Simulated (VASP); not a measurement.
All values below come from PBEsol GGA, VASP's PBE PAW potentials (set 64) (plane waves; VASP).

VASP ran on this input.

**INCAR**
```
# general
SYSTEM =TaTe
PREC   =Accurate
ENCUT  =400   # plane-wave cut-off (eV)
LREAL  =F   # projection in real space or not
LASPH  =T
ICHARG =11

# electronic loop
EDIFF  =1E-7
NELM   =100
ALGO   =Normal   # blocked Davidson
LMAXMIX=6   # l cut-off of mixed one-centre charges

# smearing
ISMEAR =0
SIGMA  =0.05   # width (eV)

# functional
GGA    =PS   # PBEsol

# output
LWAVE  =F
LCHARG =F
LORBIT =11
```

POSCAR:
```
TaTe
4.3720680
  0.0000000000   0.7071068528   0.7071068528
  0.7071068528   0.0000000000   0.7071068528
  0.7071068528   0.7071068528   0.0000000000
Ta Te
1 1
Cartesian
  0.0000000000   0.0000000000   0.0000000000
  0.3535534264   0.3535534264   0.3535534264
```

KPOINTS:
```
k-points along high-symmetry lines
15
Line-mode
Reciprocal
  0.000000   0.000000   0.000000 ! GAMMA
 -0.500000  -0.500000   0.000000 ! X

 -0.500000  -0.500000   0.000000 ! X
 -0.375000  -0.375000   0.250000 ! U

 -0.375000   0.000000   0.375000 ! K
  0.000000   0.000000   0.000000 ! GAMMA

  0.000000   0.000000   0.000000 ! GAMMA
  0.000000   0.000000   0.500000 ! L

  0.000000   0.000000   0.500000 ! L
 -0.500000  -0.250000   0.250000 ! W

 -0.500000  -0.250000   0.250000 ! W
 -0.500000  -0.500000   0.000000 ! X
```

POTCAR, in this order: Ta_pv Te (PBE.64 set). Program: vasp_std. Read from the step before: CHGCAR.

Output of the run:

OSZICAR:
```
       N       E                     dE             d eps       ncg     rms          rms(c)
DAV:   1     0.697584630459E+02    0.69758E+02   -0.74963E+03  2384   0.973E+02
DAV:   2    -0.105377438752E+02   -0.80296E+02   -0.77037E+02  2612   0.231E+02
DAV:   3    -0.137647267366E+02   -0.32270E+01   -0.30949E+01  2684   0.421E+01
DAV:   4    -0.138430332840E+02   -0.78307E-01   -0.76505E-01  2656   0.656E+00
DAV:   5    -0.138451381946E+02   -0.21049E-02   -0.21035E-02  2732   0.935E-01
DAV:   6    -0.138452112927E+02   -0.73098E-04   -0.73094E-04  2972   0.159E-01
DAV:   7    -0.138452130406E+02   -0.17480E-05   -0.17472E-05  2724   0.184E-02
DAV:   8    -0.138452131094E+02   -0.68778E-07   -0.69140E-07  2188   0.307E-03
   1 F= -.13845213E+02 E0= -.13840501E+02  d E =-.942444E-02
```

OUTCAR:
```
 val. band max:        5.0845157852   @ k =  -0.3929  -0.3929   0.2143

 cond. band min:       5.0916625223   @ k =  -0.0357  -0.0357   0.0000



 k-point     1 :       0.0000    0.0000    0.0000
  band No.  band energies     occupation
      1     -29.8133      2.00000
      2     -29.8133      2.00000
      3     -29.8133      2.00000
      4      -7.9142      2.00000
      5       1.0293      2.00000
      6       1.0293      2.00000
      7       1.0293      2.00000
      8       5.0844      1.10513
      9       5.0844      1.10513
     10       6.0937      0.00000
     11       9.6702      0.00000
     12       9.6702      0.00000

 k-point     2 :      -0.0357   -0.0357    0.0000
  band No.  band energies     occupation
      1     -29.8136      2.00000
      2     -29.8134      2.00000
      3     -29.8134      2.00000
      4      -7.9023      2.00000
      5       0.9925      2.00000
      6       1.0353      2.00000
      7       1.0353      2.00000
      8       5.0593      1.59990
      9       5.0917      0.94131
     10       6.1584      0.00000
     11       9.5927      0.00000
     12       9.6048      0.00000

 k-point     3 :      -0.0714   -0.0714    0.0000
  band No.  band energies     occupation
      1     -29.8147      2.00000
      2     -29.8137      2.00000
      3     -29.8137      2.00000
      4      -7.8668      2.00000
      5       0.8885      2.00000
      6       1.0532      2.00000
      7       1.0532      2.00000
      8       4.9861      1.99640
      9       5.1133      0.49370
     10       6.3454      0.00000
     11       9.3866      0.00000
     12       9.3903      0.00000

 k-point     4 :      -0.1071   -0.1071    0.0000
  band No.  band energies     occupation
      1     -29.8164      2.00000
      2     -29.8143      2.00000
      3     -29.8143      2.00000
      4      -7.8089      2.00000
      5       0.7334      2.00000
      6       1.0830      2.00000
      7       1.0830      2.00000
...
```

The density is held fixed in this step, so its total energy and stress have no physical meaning. Unless said otherwise, spin-orbit coupling is left out, though it shifts the bands of the heavy elements here.

The structure was generated: TaTe was put into the zinc blende type (F-43m), which need not be its known phase. It was relaxed first, which changed the volume by -34 %. The electron count is odd and the run is not spin-polarised, which forces a metal.
